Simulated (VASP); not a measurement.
Level of theory: HSE06 screened hybrid, VASP's PBE PAW potentials (set 64) (plane waves; VASP).

The input files of a VASP run:

### KPOINTS
```
Regular mesh
0
gamma
 1 1 1
```

### INCAR
```
! general
SYSTEM    =  BC63
PREC      =  Normal
ENCUT     =  400
LREAL     =  Auto
LASPH     =  .True.
ISYM      =  0
NELECT    =  254.0

! electronic loop
EDIFF     =  1E-5
NELM      =  50
NELMIN    =  4
ALGO      =  Normal

! smearing
ISMEAR    =  0
SIGMA     =  0.05

! functional
GGA       =  PE
LHFCALC   =  .True.
AEXX      =  0.25
HFSCREEN  =  0.2
PRECFOCK  =  Fast

! ions
ISIF      =  0

! output
LWAVE     =  .False.
LCHARG    =  .False.
```

File POSCAR:
```
BC63
1.0
  7.1465551590   0.0000000000   0.0000000000
  0.0000000000   7.1465551590   0.0000000000
  0.0000000000   0.0000000000   7.1465551590
C B
63 1
Cartesian
  3.5629161043   0.0094744912   0.0095377282
  4.4762126193   0.8812350975   0.8814910042
  5.3521864336   1.7949438758   0.0069388977
  6.2658526571   2.6707202408   0.8812804324
  5.3522278436   0.0069401884   1.7949949773
  6.2660623499   0.8808626798   2.6709633995
  7.1400626944   0.0074583201   0.0071645309
  0.9006214326   0.8882053350   0.8881459093
  1.7803698787   1.7942544512   0.0090891718
  2.6856904980   2.6771778852   0.8885120802
  3.5668841591   3.5804903211   0.0076547667
  4.4699404966   4.4615848465   0.8885265684
  5.3531928065   5.3670493695   0.0092360728
  6.2592314681   6.2468398259   0.8882267990
  1.7805619445   0.0092596922   1.7942377390
  2.6856908089   0.8884827007   2.6774995803
  3.5688897819   1.7979229352   1.7980087853
  4.5078651616   2.6390670460   2.6392728089
  5.3493603699   3.5783576468   1.7977127157
  6.2587993180   4.4613702984   2.6771250758
  3.5669885366   0.0075182954   3.5802934913
  4.4698592710   0.8881892252   4.4614012644
  5.3490788520   1.7978902540   3.5785447350
  6.2587213870   2.6772671257   4.4613930716
  5.3531427664   0.0091260466   5.3665833791
  6.2591504468   0.8881715147   6.2464710358
  7.1376542510   3.5840097208   0.0093473518
  0.8943874611   4.4587085032   0.8812702543
  1.7793465020   5.3677906653   0.0057270563
  2.6882743836   6.2527679721   0.8813583356
  7.1400749486   1.7948335673   1.7950086443
  0.9000590952   2.6773319149   2.6774815309
  1.7717878722   3.5909424974   1.7882959744
  2.6681785528   4.4786514342   2.6402105092
  3.5559621996   5.3752385971   1.7883411878
  4.4696701317   6.2469330127   2.6773827898
  7.1378500967   0.0091045805   3.5841257215
  0.8943965894   0.8810518641   4.4589951222
  1.7719598919   1.7883522464   3.5912316828
  2.6680418856   2.6401587066   4.4790666269
  4.5068424446   4.4789410940   4.4790458161
  5.3586510052   5.3749215316   3.5908232164
  6.2657551338   6.2524207281   4.4589641397
  1.7793874654   0.0056662828   5.3677183386
  2.6882250531   0.8812262658   6.2527324365
  3.5559811322   1.7883741692   5.3749568870
  4.4695633336   2.6773152670   6.2470013795
  5.3584558313   3.5910513209   5.3751115328
  6.2658071678   4.4587527839   6.2526470745
  7.1381526825   5.3666696159   1.7941392052
  0.8987175246   6.2484821293   2.6731758644
  7.1395555427   3.5801477474   3.5801744941
  0.9030237657   4.4598020855   4.4598398479
  1.7743896535   5.3727678486   3.5782786273
  2.6873145812   6.2439620132   4.4599723471
  7.1379184099   1.7940719075   5.3665190608
  0.8985005566   2.6729289738   6.2485911493
  1.7743832559   3.5784164486   5.3727796447
  2.6874834386   4.4598887132   6.2442655789
  3.5689292759   5.3728537002   5.3729946838
  4.4742018746   6.2486531014   6.2487389672
  7.1413947373   5.3675896477   5.3677239951
  0.9007420336   6.2464599823   6.2466123761
  3.5485153605   3.5984547940   3.5981209241
```

POTCAR, in this order: C B (PBE.64 set). Program: vasp_gam. Read from the step before: WAVECAR.

Output

### OSZICAR
```
       N       E                     dE             d eps       ncg     rms          rms(c)
DAV:   1    -0.676933815120E+03   -0.67693E+03   -0.82225E+00   320   0.800E+00    0.402E+00
DAV:   2    -0.676951169236E+03   -0.17354E-01   -0.11046E-01   344   0.817E-01    0.242E+00
DAV:   3    -0.676933293090E+03    0.17876E-01   -0.13135E-02   344   0.298E-01    0.132E+00
DAV:   4    -0.676928241096E+03    0.50520E-02   -0.44081E-03   352   0.176E-01    0.693E-01
DAV:   5    -0.676926882636E+03    0.13585E-02   -0.11000E-03   360   0.894E-02    0.369E-01
DAV:   6    -0.676926500517E+03    0.38212E-03   -0.26607E-04   352   0.453E-02    0.198E-01
DAV:   7    -0.676926390828E+03    0.10969E-03   -0.66174E-05   368   0.233E-02    0.106E-01
DAV:   8    -0.676926359145E+03    0.31683E-04   -0.15411E-05   216   0.120E-02    0.592E-02
DAV:   9    -0.676926350333E+03    0.88112E-05   -0.59246E-06   200   0.824E-03
   1 F= -.67692635E+03 E0= -.67692635E+03  d E =-.188617E-11
```

File OUTCAR:
```
------------------------ aborting loop because EDIFF is reached ----------------------------------------
  volume of cell :      365.00
      direct lattice vectors                 reciprocal lattice vectors
     7.146555159  0.000000000  0.000000000     0.139927556  0.000000000  0.000000000
     0.000000000  7.146555159  0.000000000     0.000000000  0.139927556  0.000000000
     0.000000000  0.000000000  7.146555159     0.000000000  0.000000000  0.139927556
 POSITION                                       TOTAL-FORCE (eV/Angst)
 -----------------------------------------------------------------------------------
      3.56292      0.00947      0.00954        -0.015829      0.015295      0.012819
      4.47621      0.88124      0.88149         0.042885     -0.021952     -0.030712
      5.35219      1.79494      0.00694        -0.015055      0.009272      0.022664
      6.26585      2.67072      0.88128         0.021867     -0.037349     -0.024943
      5.35223      0.00694      1.79499        -0.012609      0.021345      0.014148
      6.26606      0.88086      2.67096         0.015702     -0.012110     -0.039473
      7.14006      0.00746      0.00716        -0.005764     -0.000530      0.007694
      0.90062      0.88821      0.88815         0.008035     -0.012223     -0.010860
      1.78037      1.79425      0.00909        -0.003189      0.005649      0.010332
      2.68569      2.67718      0.88851         0.016653     -0.003065     -0.019127
      3.56688      3.58049      0.00765        -0.004056     -0.004270      0.011504
      4.46994      4.46158      0.88853         0.009889     -0.016634     -0.020205
      5.35319      5.36705      0.00924        -0.013248     -0.002690      0.007439
      6.25923      6.24684      0.88823         0.008802     -0.013752     -0.014795
      1.78056      0.00926      1.79424        -0.011131      0.005185      0.009615
      2.68569      0.88848      2.67750         0.018792     -0.017745     -0.013221
      3.56889      1.79792      1.79801        -0.042550      0.032296      0.033988
      4.50787      2.63907      2.63927         0.132332     -0.119788     -0.126944
      5.34936      3.57836      1.79771        -0.039939      0.034238      0.041967
      6.25880      4.46137      2.67713         0.012844     -0.017139     -0.006297
      3.56699      0.00752      3.58029        -0.010223      0.008172      0.006215
      4.46986      0.88819      4.46140         0.010432     -0.008318     -0.013324
      5.34908      1.79789      3.57854        -0.027894      0.030062      0.027433
      6.25872      2.67727      4.46139         0.010178     -0.011216     -0.015342
      5.35314      0.00913      5.36658        -0.014377      0.005865      0.013365
      6.25915      0.88817      6.24647         0.005255     -0.012363     -0.005840
      7.13765      3.58401      0.00935        -0.015601      0.020259      0.016019
      0.89439      4.45871      0.88127         0.016403     -0.004296     -0.004729
      1.77935      5.36779      0.00573        -0.004898      0.005886      0.007071
      2.68827      6.25277      0.88136         0.005597     -0.017177     -0.003025
      7.14007      1.79483      1.79501        -0.018784      0.011937      0.013031
      0.90006      2.67733      2.67748         0.009556     -0.003148     -0.001738
      1.77179      3.59094      1.78830        -0.010757      0.002295      0.012880
      2.66818      4.47865      2.64021        -0.010709      0.018750     -0.069140
      3.55596      5.37524      1.78834        -0.001421      0.011709      0.010485
      4.46967      6.24693      2.67738         0.001253     -0.010825     -0.000446
      7.13785      0.00910      3.58413        -0.019113      0.017726      0.024290
      0.89440      0.88105      4.45900         0.016732      0.001549     -0.014424
      1.77196      1.78835      3.59123        -0.020397      0.005967      0.000772
      2.66804      2.64016      4.47907        -0.002991     -0.059714     -0.000079
      4.50684      4.47894      4.47905         0.058670      0.004331     -0.001701
      5.35865      5.37492      3.59082        -0.004358      0.021823      0.013651
      6.26576      6.25242      4.45896         0.007490     -0.012043     -0.016718
      1.77939      0.00567      5.36772        -0.007374      0.001809      0.013279
      2.68823      0.88123      6.25273         0.009285     -0.001512     -0.017731
      3.55598      1.78837      5.37496        -0.002996      0.005462      0.026384
      4.46956      2.67732      6.24700         0.003270      0.003210     -0.010424
      5.35846      3.59105      5.37511         0.001481      0.003154      0.019433
      6.26581      4.45875      6.25265         0.002548     -0.006698     -0.011894
      7.13815      5.36667      1.79414        -0.008790      0.010600      0.008992
      0.89872      6.24848      2.67318         0.013172     -0.013545     -0.023503
      7.13956      3.58015      3.58017        -0.011273      0.009142      0.007249
      0.90302      4.45980      4.45984         0.008330     -0.009354     -0.009524
      1.77439      5.37277      3.57828        -0.025555      0.021778      0.035147
      2.68731      6.24396      4.45997         0.011481     -0.003268     -0.010953
      7.13792      1.79407      5.36652        -0.003070      0.012229      0.014077
      0.89850      2.67293      6.24859         0.015385     -0.012472     -0.018212
      1.77438      3.57842      5.37278        -0.026648      0.027330      0.029231
      2.68748      4.45989      6.24427         0.000652     -0.007103     -0.010533
      3.56893      5.37285      5.37299        -0.031285      0.026069      0.023751
      4.47420      6.24865      6.24874         0.017968     -0.011766     -0.016900
      7.14139      5.36759      5.36772        -0.003188      0.010702      0.011225
      0.90074      6.24646      6.24661         0.002416     -0.008972     -0.013671
      3.54852      3.59845      3.59812        -0.070284      0.071942      0.090278
 -----------------------------------------------------------------------------------
    total drift:                               -0.053462      0.052420      0.047995
  FREE ENERGIE OF THE ION-ELECTRON SYSTEM (eV)
  ---------------------------------------------------
  free  energy   TOTEN  =      -676.9263503333 eV

  energy  without entropy=     -676.9263503333  energy(sigma->0) =     -676.92635033

  exchange ACFDT corr.  =         0.00000000  see jH, gK, PRB 81, 115126
```
(Selected blocks of OUTCAR.)

The cell is charged, with a uniform compensating background. The supercell is sampled at Γ alone, which is coarse: total energies, pressure and levels can be off, energies of defects by several tenths of an eV.

The cell is a supercell with a defect, built from C (diamond): B_C, charge +1. The cell's shape comes from a PBE relaxation. The run is not spin-polarised, so no state with unpaired spins was tried.
